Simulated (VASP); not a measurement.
# RbPd under changes of volume

One of the cells (48.981 Å³/atom); the others are scaled copies at fixed shape and fractional positions:

```
Rb Pd
1.0
     0.00000    3.65882    3.65882
     3.65882    0.00000    3.65882
     3.65882    3.65882    0.00000
Rb Pd
1 1
Direct
  0.00000 0.00000 0.00000
  0.75000 0.75000 0.75000
```

The cell was built by a generator and needn't be a form met in nature.

- Program: VASP 6.6.1
- Functional: PBE
- Potentials or basis: VASP PAW PBE potentials, release 64 (Rb_sv, Pd)
- Cutoff: 520 eV
- k mesh: 6 × 6 × 6
- Occupations: fermi-dirac, width 0.05 eV
- Spin: no spin polarisation

```tsv
volume (Å³/atom)	energy over the lowest point (meV/atom)	pressure (GPa)
45.139	5.90	0.6
46.099	3.07	0.4
47.060	1.20	0.2
48.981	0.00	0.0
49.941	0.50	-0.1
50.901	?	?
```

Q: What does the run at 50.901 Å³/atom give?

A: Energy over the lowest point 1.63 meV/atom; pressure -0.2 GPa.

Worked out: A Birch-Murnaghan fit of order 3 (a polynomial in V^(-2/3)) to the other rows has its minimum at 48.77 Å³/atom with B0 = V·E''(V) = 6.1 GPa and B' = 4.2. It gives 1.64 meV/atom at 50.901 Å³/atom, against the run's 1.63, and -dE/dV = -0.2 GPa, against -0.2.

Energies are extrapolated to zero smearing.
